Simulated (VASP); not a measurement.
# LiP2 (P-3m1) in VASP: relaxation of cell and atoms with PBE+D3(BJ)

Aim: the relaxation of cell and atoms of LiP2 with PBE+D3(BJ).

Program: VASP 6.6.1. These are calculated values, not measurements. Logs are shortened: lines on timing, memory, paths and dates and some standing lists are left out, and cuts for length are marked.

## (1) Starting point

Symmetry: P-3m1, No. 164, trigonal system. Conventional cell: a = 3.863 Å, b = 3.863 Å, c = 12.826 Å, α = 90.00°, β = 90.00°, γ = 120.00°. Li (site symmetry 3m) has 4 P at 2.26 to 2.45 Å as nearest neighbours. Around P (site symmetry 3m) lie 3 Li at 2.45 Å. P (site symmetry 3m) has 1 Li at 2.26 Å as nearest neighbours.

The cell was built by a generator and needn't be a form met in nature.

## (2) Relaxation of cell and atoms, PBE+D3(BJ)

Input file INCAR:

```
ALGO     = Normal         # electronic algorithm
EDIFF    = 1E-6           # SCF threshold, eV
EDIFFG   = -0.04          # ionic threshold
ENCUT    = 600            # plane-wave cutoff, eV
GGA      = PE             # functional
IBRION   = 2              # ionic algorithm
ISIF     = 3              # what is computed and relaxed
ISMEAR   = 0              # smearing method
IVDW     = 12             # dispersion correction
LASPH    = T              # aspherical terms in the spheres
LCHARG   = F              # write CHGCAR
LREAL    = F              # projectors in reciprocal space
LWAVE    = F              # write WAVECAR
NELM     = 100            # most SCF steps
NSW      = 90             # ionic steps
PREC     = Accurate       # precision mode
SIGMA    = 0.1            # smearing width, eV
```

Input file KPOINTS:

```
k-points
0
Gamma
  6 6 2
```

Input file POSCAR:

```
LiP2
1.0
    3.8631835800      0.0000000000      0.0000000000
   -1.9315917900      3.3456151200      0.0000000000
    0.0000000000      0.0000000000     12.8259995800
Li P
2 4
Direct
    0.0000000000      0.0000000000      0.7012485900
    0.0000000000      0.0000000000      0.2987514100
    0.6666666700      0.3333333300      0.6227974500
    0.0000000000      0.0000000000      0.8772025500
    0.3333333300      0.6666666700      0.3772025500
    0.0000000000      0.0000000000      0.1227974500
```

Potentials or basis: VASP PAW PBE potentials, release 64 (Li_sv, P).

Launch:

```bash
> cat potpaw_PBE.64/Li_sv/POTCAR potpaw_PBE.64/P/POTCAR > POTCAR
> mpirun -np 1 vasp_std > vasp.out
```

OUTCAR:

```text
EDIFF = 1E-6
   EDIFFG = -0.04
   ENCUT = 600
   GGA = PE
   IBRION = 2
   ISIF = 3
   ISMEAR = 0
   IVDW = 12
   LASPH = T
   LREAL = F
   NELM = 100
   NSW = 90
   PREC = Accurate
 IVDW          = 12

 ion  position               nearest neighbor table
   1  0.000  0.000  0.701-   4 2.26   3 2.45   3 2.45   3 2.45
   2  0.000  0.000  0.299-   6 2.26   5 2.45   5 2.45   5 2.45
   3  0.667  0.333  0.623-   1 2.45   1 2.45   1 2.45
   4  0.000  0.000  0.877-   1 2.26
   5  0.333  0.667  0.377-   2 2.45   2 2.45   2 2.45
   6  0.000  0.000  0.123-   2 2.26

  LATTYP: Found a hexagonal cell.
 ALAT       =     3.8631835800
 C/A-ratio  =     3.3200595608

  Lattice vectors:

 A1 = (   3.8631835800,   0.0000000000,   0.0000000000)
 A2 = (  -1.9315917900,   3.3456151200,   0.0000000000)
 A3 = (   0.0000000000,   0.0000000000,  12.8259995800)

Analysis of symmetry for initial positions (statically):
=====================================================================
 Subroutine PRICEL returns:
 Original cell was already a primitive cell.

 Routine SETGRP: Setting up the symmetry group for a
 hexagonal supercell.

 Subroutine GETGRP returns: Found 12 space group operations
 (whereof 12 operations were pure point group operations)
 out of a pool of 24 trial point group operations.

The static configuration has the point symmetry D_3d.

Analysis of symmetry for dynamics (positions and initial velocities):
=====================================================================
 Subroutine PRICEL returns:
 Original cell was already a primitive cell.

 Routine SETGRP: Setting up the symmetry group for a
 hexagonal supercell.

 Subroutine GETGRP returns: Found 12 space group operations
 (whereof 12 operations were pure point group operations)
 out of a pool of 24 trial point group operations.

The dynamic configuration has the point symmetry D_3d.

 Subroutine INISYM returns: Found 12 space group operations
 (whereof 12 operations are pure point group operations),
 and found     1 'primitive' translations

----------------------------------------------------------------------------------------

                                     Primitive cell

  volume of cell :     165.7725

  direct lattice vectors                    reciprocal lattice vectors
     3.863183580  0.000000000  0.000000000     0.258853865  0.149449348  0.000000000
    -1.931591790  3.345615120  0.000000000     0.000000000  0.298898697  0.000000000
     0.000000000  0.000000000 12.825999580     0.000000000  0.000000000  0.077966633

  length of vectors
     3.863183580  3.863183580 12.825999580     0.298898697  0.298898697  0.077966633

  position of ions in fractional coordinates (direct lattice)
     0.000000000  0.000000000  0.701248590
     0.000000000  0.000000000  0.298751410
     0.666666670  0.333333330  0.622797450
     0.000000000  0.000000000  0.877202550
     0.333333330  0.666666670  0.377202550
     0.000000000  0.000000000  0.122797450

  ion indices of the primitive-cell ions
   primitive index   ion index
                 1           1
                 2           2
                 3           3
                 4           4
                 5           5
                 6           6

----------------------------------------------------------------------------------------

 KPOINTS: k-points

Automatic generation of k-mesh.
 Grid dimensions read from file:
 generate k-points for:    6    6    2

 Generating k-lattice:

  Cartesian coordinates                     Fractional coordinates (reciprocal lattice)
     0.043142311  0.024908225  0.000000000     0.166666667  0.000000000  0.000000000
     0.000000000  0.049816449  0.000000000     0.000000000  0.166666667  0.000000000
     0.000000000  0.000000000  0.038983316     0.000000000  0.000000000  0.500000000

  Length of vectors
     0.049816450  0.049816449  0.038983316

  Shift w.r.t. Gamma in fractional coordinates (k-lattice)
     0.000000000  0.000000000  0.000000000

 Subroutine IBZKPT returns following result:
 ===========================================

 Found     14 irreducible k-points:

 Following reciprocal coordinates:
            Coordinates               Weight
  0.000000  0.000000  0.000000      1.000000
  0.166667  0.000000  0.000000      6.000000
  0.333333  0.000000  0.000000      6.000000
  0.500000  0.000000  0.000000      3.000000
  0.166667  0.166667  0.000000      6.000000
  0.333333  0.166667  0.000000     12.000000
  0.333333  0.333333  0.000000      2.000000
  0.000000  0.000000  0.500000      1.000000
  0.166667  0.000000  0.500000      6.000000
  0.333333  0.000000  0.500000      6.000000
  0.500000  0.000000  0.500000      3.000000
  0.166667  0.166667  0.500000      6.000000
  0.333333  0.166667  0.500000     12.000000
  0.333333  0.333333  0.500000      2.000000
   k-points           NKPTS =     14   k-points in BZ     NKDIM =     14   number of bands    NBANDS=     17
   number of dos      NEDOS =    301   number of ions     NIONS =      6
   total plane-waves  NPLWV = 110592
   dimension x,y,z NGX =    32 NGY =   32 NGZ =  108
   dimension x,y,z NGXF=    64 NGYF=   64 NGZF=  216
   ions per type =               2   4
   NGX,Y,Z   is equivalent  to a cutoff of  13.77, 13.77, 14.00 a.u.
   NGXF,Y,Z  is equivalent  to a cutoff of  27.54, 27.54, 28.00 a.u.
 SYSTEM =  unknown system
   PREC   = accura    normal or accurate (medium, high low for compatibility)
   ISTART =      0    job   : 0-new  1-cont  2-samecut
   ICHARG =      2    charge: 1-file 2-atom 10-const
   ISPIN  =      1    spin polarized calculation?
   LNONCOLLINEAR =      F non collinear calculations
   LSORBIT =      F    spin-orbit coupling
   LASPH  =      T    aspherical Exc in radial PAW
   ENCUT  =  600.0 eV  44.10 Ry    6.64 a.u.   7.72  7.72 25.62*2*pi/ulx,y,z
   NELM   =    100;   NELMIN=  2; NELMDL= -5     # of ELM steps
   EDIFF  = 0.1E-05   stopping-criterion for ELM
   LREAL  =      F    real-space projection
   EDIFFG = -.4E-01   stopping-criterion for IOM
   NSW    =     90    number of steps for IOM
   IBRION =      2    ionic relax: 0-MD 1-quasi-New 2-CG
   NFREE  =      1    steps in history (QN), initial steepest desc. (CG)
   ISIF   =      3    stress and relaxation
   ISYM   =      2    0-nonsym 1-usesym 2-fastsym
   POTIM  = 0.5000    time-step for ionic-motion
   TEBEG  =    0.0;   TEEND  =   0.0 temperature during run
   PSTRESS=    0.0 pullay stress
   NELECT =      26.0000    total number of electrons
   NUPDOWN=      -1.0000    fix difference up-down
   EMIN   =  10.00;   EMAX   =-10.00  energy-range for DOS
   EFERMI =   0.00;   METHOD = LEGACY
   ISMEAR =     0;   SIGMA  =   0.10  broadening in eV -4-tet -1-fermi 0-gaus
   EFERMI_NEDOS =   21; number of points for ismear=-14 and -15
   IALGO  =     38    algorithm
   IMIX   =      4    mixing-type and parameters
     AMIX     =   0.40;   BMIX     =  1.00
     AMIX_MAG =   1.60;   BMIX_MAG =  1.00
  volume/ion in A,a.u.               =      27.63       186.45
  Fermi-wavevector in a.u.,A,eV,Ry     =   0.882867  1.668376 10.605108  0.779453
  Thomas-Fermi vector in A             =   2.003556
   LORBIT       =      0    0 simple, 1 ext, 2 COOP (PROOUT), +10 PAW based schemes
   GGA     = PE    functional components
   LHFCALC =     F    Hartree Fock is set to
   AEXX    =    0.0000 exact exchange contribution
   IVDW    =    12    specifies the selected vdW correction
   LEPSILON=     F    determine dielectric tensor
   LRPA    =     F    only Hartree local field effects (RPA)
 conjugate gradient relaxation of ions
 non-spin polarized calculation
 Gauss-broadening in eV      SIGMA  =   0.10
  energy-cutoff  :      600.00
  volume of cell :      165.77
 maximum number of plane-waves:      5596
 NGX is ok and might be reduce to    32
   NGX = 15   NGY = 15   NGZ = 51

--------------------------------------- Ionic step        1  -------------------------------------------

 number of electron      26.0000000 magnetization

 Free energy of the ion-electron system (eV)
  ---------------------------------------------------
  ext. energy  EPLUGINS =         0.00000000
  ---------------------------------------------------
  free energy    TOTEN  =       -16.70560794 eV

  energy without entropy =      -16.65705414  energy(sigma->0) =      -16.68133104

------------------------ aborting loop because EDIFF is reached ----------------------------------------

 Edisp (eV)   -1.25263

 E8    (eV) :    -0.4867
[... 35 lines left out ...]
--------------------------------------- Ionic step        2  -------------------------------------------

 number of electron      26.0000004 magnetization

 E-fermi :   1.7627     XC(G=0):  -8.3981

 val. band max:        1.7550037592   @ k =   0.5000   0.0000   0.5000
 cond. band min:       1.7684512425   @ k =   0.3333   0.0000   0.0000
 fundamental gap:      0.0134474833
 Fermi energy:         1.7626898913

 k-point     1 :       0.0000    0.0000    0.0000
  band No.  band energies     occupation
      1     -43.1022      2.00000
      2     -43.1022      2.00000
      3      -8.8186      2.00000
      4      -8.2099      2.00000
      5      -7.8539      2.00000
      6      -7.2575      2.00000
[... 350 lines left out ...]
  FREE ENERGIE OF THE ION-ELECTRON SYSTEM (eV)
  ---------------------------------------------------
  free  energy   TOTEN  =       -19.3939283247 eV

  energy  without entropy=      -19.3784541901  energy(sigma->0) =      -19.38619126

 E-fermi :   7.1490     XC(G=0): -10.0290

 val. band max:        7.1146779583   @ k =   0.1667   0.0000   0.0000
 cond. band min:       7.1911749371   @ k =   0.1667   0.1667   0.0000
 fundamental gap:      0.0764969787
 Fermi energy:         7.1489741231

 k-point     1 :       0.0000    0.0000    0.0000
  band No.  band energies     occupation
      1     -39.7903      2.00000
      2     -39.7903      2.00000
      3      -9.9047      2.00000
      4      -7.7180      2.00000
      5      -3.8449      2.00000
      6      -3.5853      2.00000
[... 257 lines left out ...]
      4      -4.1365      2.00000
      5      -4.1365      2.00000
      6      -0.5947      2.00000
[... 9 lines left out ...]
     16       7.6750      0.00000
     17       7.6750      0.00000

[... ionic steps 4 to 26 ...]

--------------------------------------- Ionic step       27  -------------------------------------------

 number of electron      25.9999994 magnetization

------------------------ aborting loop because EDIFF is reached ----------------------------------------
[... 83 lines left out ...]
--------------------------------------- Ionic step       29  -------------------------------------------

 number of electron      25.9999995 magnetization

 Free energy of the ion-electron system (eV)
  ---------------------------------------------------
  ext. energy  EPLUGINS =         0.00000000
  ---------------------------------------------------
  free energy    TOTEN  =       -24.97849777 eV

  energy without entropy =      -24.96975490  energy(sigma->0) =      -24.97412634

 E-fermi :   5.9154     XC(G=0):  -9.5808

 val. band max:        5.5894899931   @ k =   0.5000   0.0000   0.0000
 cond. band min:       5.9457509619   @ k =   0.3333   0.0000   0.5000
 fundamental gap:      0.3562609688
 Fermi energy:         5.9153800276

 k-point     1 :       0.0000    0.0000    0.0000
  band No.  band energies     occupation
      1     -40.8992      2.00000
      2     -40.8992      2.00000
      3     -10.3424      2.00000
      4      -8.1652      2.00000
      5      -4.1479      2.00000
      6      -3.7820      2.00000
[... 306 lines left out ...]
  FREE ENERGIE OF THE ION-ELECTRON SYSTEM (eV)
  ---------------------------------------------------
  free  energy   TOTEN  =       -27.0402789406 eV

  energy  without entropy=      -27.0315360713  energy(sigma->0) =      -27.03590751

 reached required accuracy - stopping structural energy minimisation
```

It took 14 min on 1 thread of Intel Xeon Platinum 8259CL at 2.50GHz (Skylake/Cascade Lake), shared host; peak memory 0.36 GiB.

What came out:

| Property | Result |
| --- | --- |
| Free energy | -27.0403 eV |
| Relaxed volume | 16.35 Å³/atom |
| Relaxed cell | a = 3.117 Å, b = 3.117 Å, c = 11.662 Å, α = 90.00°, β = 90.00°, γ = 120.00° |
| Space group after relaxing (to 0.05 Å) | P-3m1 (No. 164) |
| Energy gained by relaxing | 1513.7 meV/atom |
| Ionic steps | 29 |
| Pressure after relaxing | 0.0 GPa |
| Largest force after relaxing | 0.030 eV/Å |
| Band gap on the k mesh | none (metal or under the smearing width) |
| Dispersion energy per atom | -0.344 eV |

Forces on the atoms (eV/Å):
```
Li   0.000  0.000 -0.030
Li   0.000  0.000  0.030
P    0.000  0.000  0.020
P    0.000  0.000 -0.001
P    0.000  0.000 -0.020
P    0.000  0.000  0.001
```

Stress tensor (GPa, compression positive):
```
-0.02  0.00  0.00
 0.00 -0.02  0.00
 0.00  0.00  0.10
```

Step by step:
```
step  energy change (eV)  largest force (eV/Å)  pressure (GPa)  volume (Å³)
   1              0.0000                2.1093           -6.88       165.77
   2             -1.7726                2.9118           -6.84       138.89
   3             -1.4357                6.7830           35.80        75.89
   4             -2.7933                3.2958           -3.70       117.94
   5             -3.6055                4.3612            5.23        95.39
   6             -4.2564                4.8154           10.17        89.63
   7             -4.3385                5.3513           15.45        86.15
   8             -5.1016                5.2329           16.10        84.93
   9             -5.9678               13.9791           25.79        81.29
  10             -6.7048               12.4677           23.97        81.45
  11             -7.7893                7.6949           22.81        81.87
  12             -8.2287                5.1178           17.90        83.03
  13             -8.7372                1.1981            6.70        86.56
  14             -8.7413                1.4043            5.97        86.88
  15             -8.7787                1.2173            5.61        87.37
  16             -8.8717                0.8482            4.68        88.85
  17             -8.9834                0.4871            3.02        91.85
  18             -8.8485                2.3163            0.93        98.04
  19             -8.9974                0.6776            2.42        93.31
  20             -9.0343                0.4050            1.69        94.80
  21             -9.0665                0.2890            0.50        97.57
  22             -9.0670                0.3287            0.34        98.03
  23             -9.0735                0.0935           -0.21        98.41
  24             -9.0749                0.1060           -0.60        98.69
  25             -9.0798                0.0647           -0.37        98.54
  26             -9.0813                0.0740           -0.16        98.40
  27             -9.0819                0.0456           -0.08        98.25
  28             -9.0819                0.0451           -0.06        98.21
  29             -9.0820                0.0305            0.02        98.12
```

Final structure:
```
CELL_PARAMETERS angstrom
3.11681 0.00000 0.00000
-1.55840 2.69924 0.00000
0.00000 0.00000 11.66233
ATOMIC_POSITIONS crystal
Li 0.00000 0.00000 0.71425
Li 0.00000 0.00000 0.28575
P 0.66667 0.33333 0.55793
P 0.00000 0.00000 0.91414
P 0.33333 0.66667 0.44207
P 0.00000 0.00000 0.08586
```

Levels at points of the mesh, in eV from the Fermi level:
| k point | band 10 | band 11 | band 12 | band 13 | band 14 | band 15 | band 16 | band 17 |
| --- | --- | --- | --- | --- | --- | --- | --- | --- |
| (0.00, 0.00, 0.00) | -0.65 | 0.13 | 1.51 | 1.51 | 2.83 | 2.83 | 3.94 | 3.96 |
| (0.50, 0.00, 0.00) | -3.28 | -3.27 | -2.82 | -1.01 | -0.33 | 0.38 | 2.62 | 2.84 |
| (0.00, 0.00, 0.50) | -0.65 | 0.87 | 1.51 | 1.51 | 2.19 | 2.83 | 2.83 | 4.63 |
| (0.50, 0.00, 0.50) | -3.27 | -3.27 | -2.94 | -0.69 | -0.33 | 0.36 | 2.06 | 2.86 |

Caveat: the cutoff is under 1.25 times the usual one of these potentials, so pressure, stress and relaxed cells hold a basis-set (Pulay) error; the volume moved by over 15 % at a fixed basis, so the end points are rough; pairwise dispersion overbinds metals, which lowers pressure and volume.
